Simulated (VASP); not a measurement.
Input of a VASP 6.6.1 run:

INCAR

```
PREC     = Accurate       # precision mode
ENCUT    = 520            # plane-wave cutoff, eV
EDIFF    = 1E-7           # SCF threshold, eV
ISMEAR   = 0              # smearing method
SIGMA    = 0.02           # smearing width, eV
LREAL    = F              # projectors in reciprocal space
LASPH    = T              # aspherical terms in the spheres
NELM     = 100            # most SCF steps
ALGO     = Normal         # electronic algorithm
ISIF     = 2              # what is computed and relaxed
LWAVE    = F              # write WAVECAR
LCHARG   = F              # write CHGCAR
```

KPOINTS

```
regular mesh
0
Gamma
  14 14 14
```

Contents of POSCAR:

```
C                                       
1.0
    0.0000000000      1.7131914319      1.7131914319
    1.7131914319     -0.0000000000      1.7131914319
    1.7131914319      1.7131914319     -0.0000000000
  C             
     2
Direct
     0.0000000000000000    0.0000000000000000    0.0000000000000000
     0.2500000000000000    0.2500000000000000    0.2500000000000000
```

Potentials or basis: VASP PAW LDA potentials, release 64 (C).

Launch:

```bash
$ cat potpaw_LDA.64/C/POTCAR > POTCAR
$ mpirun -np 1 vasp_std > vasp.out
```

(1) Estimate the pressure.

(2) What does it give for the band gap on the k mesh?

Results:

(1) 52.2 GPa.

(2) 4.40 eV, indirect (least direct gap 5.88 eV).

Caveat: a pressure of tens of GPa on the cell as given is suspect, and the run, the potentials or the cell itself is likely at fault.
